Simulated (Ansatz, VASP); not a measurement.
This is a calculation of NbTe for Ansatz 0.2.0.

File input.yaml:

```yaml
crystal:
  lattice:
    - [3.7517033219, 0.0, 0.0]
    - [-1.8758516609, 3.2490703843, 0.0]
    - [0.0, 0.0, 3.7428246143]
  atoms:
    - { symbol: Te, position: [0.6666666667, 0.3333333333, 0.0] }
    - { symbol: Nb, position: [0.0, 0.0, 0.5] }
hamiltonian:
  xc: pbesol
  pseudopotentials: { kind: paw }
kpoints:
  mp_grid: { grid: [8, 8, 7] }
scf:
  occupations: { method: fermi_dirac, width: 0.05 }
output:
  forces: true
  stress: true
  eigenvalues: true
```

Potentials or basis: Ansatz PAW.

Run with:

```console
$ ansatz run input.yaml --threads 1 --pin off --max-ram 3584MiB --backend cpu --events-out ev --progress --plain --runs-dir out
```

Q: Translate it to VASP 6.6.1. Potentials there: VASP PAW PBE potentials, release 64 (Te, Nb_sv).

A: As run (the cutoff follows the program's own potentials):

INCAR

```
PREC = Accurate
ENCUT = 520
EDIFF = 1E-7
ISMEAR = -1
SIGMA = 0.05
LREAL = False
LASPH = True
NELM = 80
ALGO = Normal
ISIF = 2
LWAVE = False
LCHARG = False
GGA = PS
NBANDS = 16
```

The input KPOINTS:

```
regular mesh
0
Gamma
  8 8 7
```

Contents of POSCAR:

```
NbTe
1.0
    3.7517033219      0.0000000000      0.0000000000
   -1.8758516609      3.2490703843      0.0000000000
    0.0000000000      0.0000000000      3.7428246143
Te Nb
1 1
Direct
    0.6666666667      0.3333333333      0.0000000000
    0.0000000000      0.0000000000      0.5000000000
```

Potentials or basis: VASP PAW PBE potentials, release 64 (Te, Nb_sv).

The run is started by

```sh
$ cat potpaw_PBE.64/Te/POTCAR potpaw_PBE.64/Nb_sv/POTCAR > POTCAR
$ mpirun -np 1 vasp_std > vasp.out
```

Both were run:

|  | VASP | Ansatz | Ansatz less VASP |
| --- | --- | --- | --- |
| gap on the k mesh at the Fermi level (eV) | none | none | - |
| pressure (GPa) | -9.3 | -9.2 | +0.08 |
| largest component of the traceless stress (GPa) | 0.81 | 0.79 | -0.016 |

A gap of «none» marks a metal or a gap that the smearing closes. The two sets of potentials don't hold the same shells in valence.

Caveats: the PAW data sets were made with another functional, which shifts forces and pressure a little (VASP); the PAW data sets come from PBE, with cores solved anew for the run's functional, which leaves a small shift of forces and pressure (Ansatz). The runs have no spin-orbit coupling, so splittings on Te are missing.
